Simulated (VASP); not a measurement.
# 1T-PtSe2 monolayer under biaxial strain, part 5 of 7

Aim: strain 1T-PtSe2 monolayer in both directions of its plane and follow energy, thickness and gap.

VASP 6.6.1, plane waves and PAW; the level of theory is named at each step.

So far. Step 9 (Strained, atoms relaxed, biaxial strain -0.02): The run ended after 3 ionic steps, 0.023 eV below its first step, once the forces on the free atoms met EDIFFG = -0.015.

### Step 11. Strained, atoms relaxed, biaxial strain -0.01

This step: PBE with D3(BJ); plane waves and PAW (Pt, Se) (VASP 6.6.1).

The input, INCAR:

```
SYSTEM = PtSe2
PREC = Normal
ENCUT = 350
EDIFF = 1E-06
NELM = 120
ISMEAR = 0
SIGMA = 0.03
LREAL = .FALSE.
ALGO = Fast
GGA = PE
IVDW = 12
NBANDS = 17
LASPH = .TRUE.
LORBIT = 11
LWAVE = .FALSE.
LCHARG = .FALSE.
KPAR = 4
IBRION = 2
NSW = 30
ISIF = 2
EDIFFG = -0.015
POTIM = 0.4
MAXMIX = 40
IDIPOL = 3
LDIPOL = .TRUE.
DIPOL = 0.5 0.5 0.5
```

The input, POSCAR:

```
PtSe2
1.0
    3.6658085487      0.0000000000      0.0000000000
   -1.8329042744      3.1746833286      0.0000000000
    0.0000000000      0.0000000000     22.0000000000
Pt Se
1 2
Direct
    0.0000000000      0.0000000000      0.5000000000
    0.3333333333      0.6666666667      0.4396979050
    0.6666666667      0.3333333333      0.5603020950
```

The input, KPOINTS:

```
Automatic mesh
0
Gamma
9 9 1
0 0 0
```

PAW data sets: Pt and Se (PBE family, release 64).

Launch:

```bash
mpirun -np 4 vasp_std
```

What it wrote:

```text
[... set-up lines as in an earlier step ...]
 entering main loop
       N       E                     dE             d eps       ncg     rms          rms(c)
DAV:   1     0.145886669219E+03    0.14589E+03   -0.62609E+03   416   0.702E+02
DAV:   2    -0.156011613628E+01   -0.14745E+03   -0.13947E+03   616   0.154E+02
DAV:   3    -0.149081618550E+02   -0.13348E+02   -0.13280E+02   516   0.587E+01
DAV:   4    -0.150992906193E+02   -0.19113E+00   -0.19088E+00   540   0.797E+00
[...]
RMM:  27    -0.142518249945E+02   -0.10658E-05   -0.10211E-06   267   0.432E-03    0.153E-03
RMM:  28    -0.142518266207E+02   -0.16263E-05   -0.90782E-07   266   0.415E-03    0.367E-03
RMM:  29    -0.142518268649E+02   -0.24419E-06   -0.11729E-07   223   0.195E-03
   1 F= -.15168880E+02 E0= -.15168880E+02  d E =-.151689E+02
[...]
N       E                     dE             d eps       ncg     rms          rms(c)
DAV:   1    -0.142568401776E+02   -0.50136E-02   -0.16749E-01   427   0.214E+00    0.211E-01
[...]
RMM:   8    -0.142573605039E+02   -0.15132E-05   -0.95393E-06   391   0.150E-02    0.365E-03
RMM:   9    -0.142573617864E+02   -0.12825E-05   -0.17964E-06   291   0.675E-03    0.367E-03
RMM:  10    -0.142573622117E+02   -0.42533E-06   -0.79606E-07   274   0.442E-03
   2 F= -.15172859E+02 E0= -.15172859E+02  d E =-.397935E-02
 trial-energy change:   -0.003979  1 .order   -0.003990   -0.005248   -0.002731
 step:   2.1444(harm=  2.0847)  dis= 0.02158  next Energy=   -15.174407 (dE=-0.553E-02)
[...]
N       E                     dE             d eps       ncg     rms          rms(c)
DAV:   1    -0.142599937238E+02   -0.26319E-02   -0.21949E-01   410   0.246E+00    0.238E-01
RMM:   2    -0.142605370840E+02   -0.54336E-03   -0.73164E-03   408   0.469E-01    0.346E-02
RMM:   3    -0.142606390004E+02   -0.10192E-03   -0.95903E-04   413   0.180E-01    0.162E-02
RMM:   4    -0.142606638444E+02   -0.24844E-04   -0.20529E-04   413   0.836E-02    0.138E-02
RMM:   5    -0.142606653775E+02   -0.15331E-05   -0.38997E-05   408   0.388E-02    0.117E-02
RMM:   6    -0.142606661565E+02   -0.77903E-06   -0.84564E-06   380   0.186E-02
   3 F= -.15174368E+02 E0= -.15174368E+02  d E =-.548760E-02
[...]
reached required accuracy - stopping structural energy minimisation
```

It took 22 s on 4 MPI ranks of AMD EPYC 7R43, shared host; peak memory 0.73 GiB.

OUTCAR, selected parts (step 11):

```text
 Edisp (eV)   -0.91550

 Edisp (eV)   -0.91370

  Total       0.67392     0.67392    -0.10570    -0.00000     0.00000    -0.00000
  in kB       4.21722     4.21722    -0.66143    -0.00000     0.00000    -0.00000
  external pressure =        2.59 kB  Pullay stress =        0.00 kB

 POSITION                                       TOTAL-FORCE (eV/Angst)
 -----------------------------------------------------------------------------------
      0.00000      0.00000     11.00000         0.000000      0.000000     -0.000000
     -0.00000      2.11646      9.65177        -0.000000      0.000000      0.003953
      1.83290      1.05823     12.34823         0.000000     -0.000000     -0.003953
 -----------------------------------------------------------------------------------
    total drift:                                0.000000     -0.000000      0.000000

  FREE ENERGIE OF THE ION-ELECTRON SYSTEM (eV)
  ---------------------------------------------------
  free  energy   TOTEN  =       -15.1743676081 eV

  energy  without entropy=      -15.1743676081  energy(sigma->0) =      -15.17436761

[... 2 parts as in an earlier step ...]

[... 2 further parts left out ...]
[key lines of the parts left out:]
E-fermi :  -2.7720
```

The steps of the relaxation:

| step | energy less that of the first step (eV) | largest force (eV/Å) |
| --- | --- | --- |
| 1 | 0.0000 | 0.2608 |
| 2 | -0.0040 | 0.1357 |
| 3 | -0.0055 | 0.0040 |

The atoms that moved most (Å):

| atom | dx | dy | dz | length |
| --- | --- | --- | --- | --- |
| Se3 | 0.000 | 0.000 | 0.022 | 0.022 |
| Se2 | 0.000 | 0.000 | -0.022 | 0.022 |

Final coordinates:

```cif
data_structure
_symmetry_space_group_name_H-M 'P 1'
_symmetry_Int_Tables_number 1
_cell_length_a 3.6658
_cell_length_b 3.6658
_cell_length_c 22.0000
_cell_angle_alpha 90.000
_cell_angle_beta 90.000
_cell_angle_gamma 120.000
_cell_volume 256.03
loop_
_atom_site_label
_atom_site_type_symbol
_atom_site_fract_x
_atom_site_fract_y
_atom_site_fract_z
_atom_site_occupancy
Pt1 Pt 0.00000 0.00000 0.50000 1
Se2 Se 0.33333 0.66667 0.43872 1
Se3 Se 0.66667 0.33333 0.56128 1
```

The run ended after 3 ionic steps, 0.005 eV below its first step, once the forces on the free atoms met EDIFFG = -0.015.

### Step 12. Strained, levels with spin-orbit coupling, biaxial strain -0.01

This step: PBE with D3(BJ), spin-orbit coupling; plane waves and PAW (Pt, Se) (VASP 6.6.1).

The input, INCAR:

```
SYSTEM = PtSe2
PREC = Normal
ENCUT = 350
EDIFF = 1E-06
NELM = 120
ISMEAR = 0
SIGMA = 0.03
LREAL = .FALSE.
ALGO = Fast
GGA = PE
IVDW = 12
LNONCOLLINEAR = .TRUE.
MAGMOM = 0 0 0 0 0 0 0 0 0
NBANDS = 34
GGA_COMPAT = .FALSE.
LASPH = .TRUE.
LSORBIT = .TRUE.
LMAXMIX = 4
LWAVE = .FALSE.
LCHARG = .FALSE.
KPAR = 4
IDIPOL = 3
LDIPOL = .TRUE.
DIPOL = 0.5 0.5 0.5
LVHAR = .TRUE.
LVACPOTAV = .TRUE.
```

The input, POSCAR:

```
PtSe2
1.0
    3.6658085487      0.0000000000      0.0000000000
   -1.8329042744      3.1746833286      0.0000000000
    0.0000000000      0.0000000000     22.0000000000
Pt Se
1 2
Direct
    0.0000000000      0.0000000000      0.5000000000
    0.3333333333      0.6666666667      0.4387169701
    0.6666666667      0.3333333333      0.5612830299
```

KPOINTS is that of step 11.

The input, KPOINTS_OPT:

```
Line mode
14
Line-mode
Reciprocal
  0.00000000   0.00000000   0.00000000 GAMMA
  0.50000000   0.00000000   0.00000000 M

  0.50000000   0.00000000   0.00000000 M
  0.33333333   0.33333333   0.00000000 K

  0.33333333   0.33333333   0.00000000 K
  0.00000000   0.00000000   0.00000000 GAMMA
```

Launch:

```bash
mpirun -np 4 vasp_ncl
```

What it wrote:

```text
[... set-up lines as in an earlier step ...]
 entering main loop
       N       E                     dE             d eps       ncg     rms          rms(c)
DAV:   1     0.149230690510E+03    0.14923E+03   -0.59401E+03   816   0.699E+02
DAV:   2     0.323416351788E+01   -0.14600E+03   -0.13513E+03  1164   0.162E+02
DAV:   3    -0.151538878826E+02   -0.18388E+02   -0.18087E+02  1030   0.655E+01
DAV:   4    -0.155401595228E+02   -0.38627E+00   -0.38485E+00  1020   0.107E+01
[...]
RMM:  20    -0.146602033002E+02   -0.28332E-05   -0.11027E-07   558   0.140E-03    0.513E-04
RMM:  21    -0.146602055694E+02   -0.22693E-05   -0.81080E-08   518   0.113E-03    0.109E-04
RMM:  22    -0.146602062395E+02   -0.67010E-06   -0.41161E-08   459   0.995E-04
 [... a notice as in an earlier step ...]

   1 F= -.15573908E+02 E0= -.15573908E+02  d E =-.104136E-20  mag=    -0.0000    -0.0000     0.0000
 Start KPOINTS_OPT (optional k-point list driver)
k-point batch [1-12\42]
       N       E                     dE             ncg
DAV:   1    -0.935345853483E+02   -0.25299E+04      816
DAV:   2    -0.178868672733E+04   -0.16952E+04     1132
DAV:   3    -0.202490312557E+04   -0.23622E+03     1054
DAV:   4    -0.203046300052E+04   -0.55599E+01     1054
DAV:   5    -0.203057116908E+04   -0.10817E+00     1008
DAV:   6    -0.203057483866E+04   -0.36696E-02     1118
DAV:   7    -0.203057494302E+04   -0.10436E-03     1104
DAV:   8    -0.203057494840E+04   -0.53789E-05     1028
DAV:   9    -0.203057494868E+04   -0.28697E-06      700
[...]
k-point batch [37-42\42]
       N       E                     dE             ncg
DAV:   1     0.267431983896E+04   -0.39671E+03      416
DAV:   2     0.187053550705E+04   -0.80378E+03      554
DAV:   3     0.175665722335E+04   -0.11388E+03      524
DAV:   4     0.175318946107E+04   -0.34678E+01      520
DAV:   5     0.175309330465E+04   -0.96156E-01      534
DAV:   6     0.175309022325E+04   -0.30814E-02      604
DAV:   7     0.175309017170E+04   -0.51544E-04      604
DAV:   8     0.175309016973E+04   -0.19706E-05      500
DAV:   9     0.175309016961E+04   -0.12279E-06      396
```

Wall time 77 s (4 MPI ranks); peak memory 1.7 GiB.

Parts of OUTCAR (step 12):

```text
 Edisp (eV)   -0.91370

  Total       0.74040     0.74040    -0.01470    -0.00000     0.00000    -0.00000
  in kB       4.63322     4.63322    -0.09199    -0.00000     0.00000    -0.00000
  external pressure =        3.06 kB  Pullay stress =        0.00 kB

 POSITION                                       TOTAL-FORCE (eV/Angst)
 -----------------------------------------------------------------------------------
      0.00000      0.00000     11.00000        -0.000000      0.000000      0.000000
     -0.00000      2.11646      9.65177        -0.000000      0.000000     -0.027529
      1.83290      1.05823     12.34823         0.000000     -0.000000      0.027529
 -----------------------------------------------------------------------------------
    total drift:                                0.000000      0.000000      0.000000

  FREE ENERGIE OF THE ION-ELECTRON SYSTEM (eV)
  ---------------------------------------------------
  free  energy   TOTEN  =       -15.5739076912 eV

  energy  without entropy=      -15.5739076912  energy(sigma->0) =      -15.57390769

[... 2 parts as in an earlier step ...]

[... 1 further part left out ...]
[key lines of the parts left out:]
E-fermi :  -2.5283
```

### Step 13. Strained, atoms relaxed, biaxial strain 0

This step: PBE with D3(BJ); plane waves and PAW (Pt, Se) (VASP 6.6.1).

The input, INCAR:

```
SYSTEM = PtSe2
PREC = Normal
ENCUT = 350
EDIFF = 1E-06
NELM = 120
ISMEAR = 0
SIGMA = 0.03
LREAL = .FALSE.
ALGO = Fast
GGA = PE
IVDW = 12
NBANDS = 17
LASPH = .TRUE.
LORBIT = 11
LWAVE = .FALSE.
LCHARG = .FALSE.
KPAR = 4
IBRION = 2
NSW = 30
ISIF = 2
EDIFFG = -0.015
POTIM = 0.4
MAXMIX = 40
IDIPOL = 3
LDIPOL = .TRUE.
DIPOL = 0.5 0.5 0.5
```

The input, POSCAR:

```
PtSe2
1.0
    3.7028369179      0.0000000000      0.0000000000
   -1.8514184590      3.2067508370      0.0000000000
    0.0000000000      0.0000000000     22.0000000000
Pt Se
1 2
Direct
    0.0000000000      0.0000000000      0.5000000000
    0.3333333333      0.6666666667      0.4396979050
    0.6666666667      0.3333333333      0.5603020950
```

KPOINTS is that of step 12.

Launch:

```bash
mpirun -np 4 vasp_std
```

What it wrote:

```text
[... set-up lines as in an earlier step ...]
 entering main loop
       N       E                     dE             d eps       ncg     rms          rms(c)
[... 5 cycles as in an earlier step ...]
RMM:   6    -0.144825061482E+02    0.65207E+00   -0.42172E+00   408   0.116E+01    0.672E+00
RMM:   7    -0.143220297434E+02    0.16048E+00   -0.62119E-01   408   0.493E+00    0.316E+00
RMM:   8    -0.142851855734E+02    0.36844E-01   -0.61988E-02   408   0.176E+00    0.457E-01
RMM:   9    -0.142842835093E+02    0.90206E-03   -0.21107E-02   411   0.867E-01    0.178E-01
[...]
RMM:  21    -0.142845515711E+02   -0.25714E-05   -0.14528E-07   181   0.164E-03    0.204E-03
RMM:  22    -0.142845525970E+02   -0.10259E-05   -0.67437E-08   154   0.133E-03    0.166E-04
RMM:  23    -0.142845528008E+02   -0.20382E-06   -0.22318E-08   136   0.121E-03
   1 F= -.15182755E+02 E0= -.15182755E+02  d E =-.151828E+02
[...]
reached required accuracy - stopping structural energy minimisation
```

Wall time 10 s (4 MPI ranks); peak memory 0.7 GiB.

From OUTCAR (step 13):

```text
 Edisp (eV)   -0.89820

  Total      -0.00785    -0.00785    -0.08317     0.00000     0.00000    -0.00000
  in kB      -0.04815    -0.04815    -0.51009     0.00000     0.00000    -0.00000
  external pressure =       -0.20 kB  Pullay stress =        0.00 kB

 POSITION                                       TOTAL-FORCE (eV/Angst)
 -----------------------------------------------------------------------------------
      0.00000      0.00000     11.00000        -0.000000      0.000000      0.000000
     -0.00000      2.13783      9.67335         0.000000     -0.000000     -0.002399
      1.85142      1.06892     12.32665        -0.000000      0.000000      0.002399
 -----------------------------------------------------------------------------------
    total drift:                               -0.000000      0.000000     -0.000000

  FREE ENERGIE OF THE ION-ELECTRON SYSTEM (eV)
  ---------------------------------------------------
  free  energy   TOTEN  =       -15.1827549397 eV

  energy  without entropy=      -15.1827549397  energy(sigma->0) =      -15.18275494

[... 3 parts as in an earlier step ...]

[... 1 further part left out ...]
[key lines of the parts left out:]
E-fermi :  -2.9287
```

The start already met the threshold, so nothing moved, which says little where the restoring forces are soft.

### Step 14. Strained, levels with spin-orbit coupling, biaxial strain 0

This step: PBE with D3(BJ), spin-orbit coupling; plane waves and PAW (Pt, Se) (VASP 6.6.1).

The input, INCAR:

```
SYSTEM = PtSe2
PREC = Normal
ENCUT = 350
EDIFF = 1E-06
NELM = 120
ISMEAR = 0
SIGMA = 0.03
LREAL = .FALSE.
ALGO = Fast
GGA = PE
IVDW = 12
LNONCOLLINEAR = .TRUE.
MAGMOM = 0 0 0 0 0 0 0 0 0
NBANDS = 34
GGA_COMPAT = .FALSE.
LASPH = .TRUE.
LSORBIT = .TRUE.
LMAXMIX = 4
LWAVE = .FALSE.
LCHARG = .FALSE.
KPAR = 4
IDIPOL = 3
LDIPOL = .TRUE.
DIPOL = 0.5 0.5 0.5
LVHAR = .TRUE.
LVACPOTAV = .TRUE.
```

POSCAR is that of step 13.

KPOINTS is that of step 13.

KPOINTS_OPT is that of step 12.

Launch:

```bash
mpirun -np 4 vasp_ncl
```

What it wrote:

```text
[... set-up lines as in an earlier step ...]
 entering main loop
       N       E                     dE             d eps       ncg     rms          rms(c)
DAV:   1     0.149430969572E+03    0.14943E+03   -0.59487E+03   832   0.697E+02
DAV:   2     0.277817617366E+01   -0.14665E+03   -0.13728E+03  1172   0.161E+02
DAV:   3    -0.151761441304E+02   -0.17954E+02   -0.17703E+02  1030   0.648E+01
DAV:   4    -0.155672329455E+02   -0.39109E+00   -0.38977E+00  1004   0.107E+01
[...]
RMM:  20    -0.146841014293E+02   -0.30246E-05   -0.11265E-07   570   0.142E-03    0.461E-04
RMM:  21    -0.146841039297E+02   -0.25004E-05   -0.85569E-08   526   0.116E-03    0.127E-04
RMM:  22    -0.146841046915E+02   -0.76185E-06   -0.44729E-08   465   0.985E-04
 [... a notice as in an earlier step ...]

   1 F= -.15582307E+02 E0= -.15582307E+02  d E =-.358286E-17  mag=    -0.0000     0.0000    -0.0000
 Start KPOINTS_OPT (optional k-point list driver)
k-point batch [1-12\42]
       N       E                     dE             ncg
DAV:   1    -0.115358236099E+03   -0.24358E+04      824
DAV:   2    -0.180192770740E+04   -0.16866E+04     1146
DAV:   3    -0.203600836873E+04   -0.23408E+03     1026
DAV:   4    -0.204183902493E+04   -0.58307E+01     1012
DAV:   5    -0.204194804161E+04   -0.10902E+00     1046
DAV:   6    -0.204195186598E+04   -0.38244E-02     1140
DAV:   7    -0.204195194736E+04   -0.81376E-04     1124
DAV:   8    -0.204195195054E+04   -0.31756E-05      988
DAV:   9    -0.204195195072E+04   -0.18589E-06      740
[...]
k-point batch [37-42\42]
       N       E                     dE             ncg
DAV:   1     0.261153122934E+04   -0.40351E+03      424
DAV:   2     0.180748193917E+04   -0.80405E+03      554
DAV:   3     0.169176513748E+04   -0.11572E+03      522
DAV:   4     0.168898695984E+04   -0.27782E+01      520
DAV:   5     0.168892467918E+04   -0.62281E-01      550
DAV:   6     0.168892251861E+04   -0.21606E-02      600
DAV:   7     0.168892248741E+04   -0.31198E-04      572
DAV:   8     0.168892248573E+04   -0.16834E-05      530
DAV:   9     0.168892248565E+04   -0.79689E-07      396
```

The job ended after 79 s (4 MPI ranks; peak memory 1.7 GiB; 5.2 min of CPU time).

Parts of OUTCAR (step 14):

```text
 Edisp (eV)   -0.89820

  Total       0.06012     0.06012     0.00041    -0.00000     0.00000     0.00000
  in kB       0.36870     0.36870     0.00250    -0.00000     0.00000     0.00000
  external pressure =        0.25 kB  Pullay stress =        0.00 kB

 POSITION                                       TOTAL-FORCE (eV/Angst)
 -----------------------------------------------------------------------------------
      0.00000      0.00000     11.00000        -0.000000      0.000000      0.000000
     -0.00000      2.13783      9.67335        -0.000000     -0.000000     -0.034170
      1.85142      1.06892     12.32665         0.000000      0.000000      0.034170
 -----------------------------------------------------------------------------------
    total drift:                               -0.000000      0.000000     -0.000000

  FREE ENERGIE OF THE ION-ELECTRON SYSTEM (eV)
  ---------------------------------------------------
  free  energy   TOTEN  =       -15.5823068304 eV

  energy  without entropy=      -15.5823068304  energy(sigma->0) =      -15.58230683

[... 2 parts as in an earlier step ...]

[... 1 further part left out ...]
[key lines of the parts left out:]
E-fermi :  -2.6855
```

[end of part 5 of 7]

[Lines on the potential files, build, host, timing and source positions are cut from VASP's logs without a mark.]

[Logs are printed without paths, hosts, clocks, repeated set-up lines and the standing remarks that a program may print on its own settings, such as how far it seeks lower states.]

[Hosts, paths, dates, database ids (printed as entryN), source tags and the programs' standing remarks are cut or masked in the printed files.]

[Runs that stopped without an error message from VASP are left out.]
